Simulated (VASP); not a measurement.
Consider the following.

```
CELL_PARAMETERS angstrom
      2.21656    -3.83920     0.00000
      2.21656     3.83920     0.00000
      0.00000     0.00000     5.84703
ATOMIC_POSITIONS crystal
  Te 0.00000 0.26747 0.66667
  Te 0.73253 0.73253 0.00000
  Te 0.26747 0.00000 0.33333
```

Level of theory: PW91 GGA, VASP's PBE PAW potentials (set 64) (plane waves; VASP). Settings: 520 eV cut-off, 6×6×4 Γ-centred mesh, Gaussian smearing of 0.050 eV, potentials Te.

**Question.** The ions and cell shape at fixed volume are relaxed. Which structure does the run end with?

**Answer.** 
```
CELL_PARAMETERS angstrom
      2.19285    -3.79813     0.00000
      2.19285     3.79813     0.00000
      0.00000     0.00000     5.97416
ATOMIC_POSITIONS crystal
  Te 0.00000 0.27926 0.66667
  Te 0.72074 0.72074 0.00000
  Te 0.27926 0.00000 0.33333
```
Space group P3_121 (152), at a tolerance of 0.03 Å.

**Question.** How much energy does the relaxation gain?

**Answer.** The energy (σ→0) changes by -11.5 meV/atom, in 7 ionic steps.

The compound is Te in the trig structure. This cell is one point of a volume scan, at 0.94 of the reference volume. Symmetry was kept, so distortions that lower it aren't found.
